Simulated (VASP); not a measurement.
An input for Ansatz (written as the equivalent of a VASP run, and not itself run):

Ansatz 0.2 input:
```yaml
crystal:
  lattice:
    - [-1.4898300, 1.4898300, 5.0438290]
    - [1.4898300, -1.4898300, 5.0438290]
    - [1.4898300, 1.4898300, -5.0438290]
  atoms:
    - { symbol: Ru, position: [0.7500000, 0.7500000, 0.0000000] }
    - { symbol: Ru, position: [0.5000000, 0.0000000, 0.5000000] }
    - { symbol: S, position: [0.1660000, 0.1660000, 0.0000000] }
    - { symbol: S, position: [0.9160000, 0.4160000, 0.5000000] }
kpoints:
  mp_grid: { grid: [7, 7, 7] }
hamiltonian:
  xc: pbe
  pseudopotentials: { kind: paw }
  hubbard:
    sites:
      - { species: Ru, l: d, u_eff: 8 }
scf:
  occupations: { method: gaussian, width: 0.1 }
  max_iter: 100
output: { forces: true, stress: true, eigenvalues: true }
```

### Question
Translate this input to VASP (INCAR, KPOINTS, POSCAR, choice of POTCAR).

### Answer
This is not unique; one that fits is 
**KPOINTS**
```
K-points
0
G
 7 7 7
```

File POSCAR:
```
RuS
1
   -1.4898300000     1.4898300000     5.0438290000
    1.4898300000    -1.4898300000     5.0438290000
    1.4898300000     1.4898300000    -5.0438290000
Ru S
2 2
Direct
  0.7500000000   0.7500000000   0.0000000000
  0.5000000000   0.0000000000   0.5000000000
  0.1660000000   0.1660000000   0.0000000000
  0.9160000000   0.4160000000   0.5000000000
```

INCAR:
```
SYSTEM=RuS
PREC=Accurate; ENCUT=300; LREAL=.FALSE.
LASPH=.TRUE.
EDIFF=1E-6; NELM=100; ALGO=Normal
LMAXMIX=4
ISMEAR=0; SIGMA=0.1
GGA=PE
LDAUL=2 -1
LDAUU=8.0 0
LDAUJ=0 0
LDAU=.TRUE.; LDAUTYPE=2
ISIF=2
LWAVE=.FALSE.; LCHARG=.FALSE.
```

POTCAR, in this order: Ru_pv S (PBE.64 set). Program: vasp_std.

Limits of the translation: each code has its own PAW files, so the cut-off isn't converted (ENCUT is set for VASP's; basis.ecutwfc is left out, and Ansatz then takes the one that its files recommend); Ansatz stops its SCF on the density residual and VASP on the energy change (EDIFF); the +U projectors differ, so the same U acts differently.

The structure was generated: RuS was put into an ordered model structure, which need not be its known phase. The cell was not relaxed at this level. The k-mesh is coarse (spacing up to 0.43 per Å, 2π included), so the numbers may not be converged in it. The run is one of a series of settings (LDAU = .TRUE., LDAUJ = 0 0, LDAUL = 2 -1, LDAUTYPE = 2, LDAUU = 8.0 0 against the base run), some of them coarse on purpose.
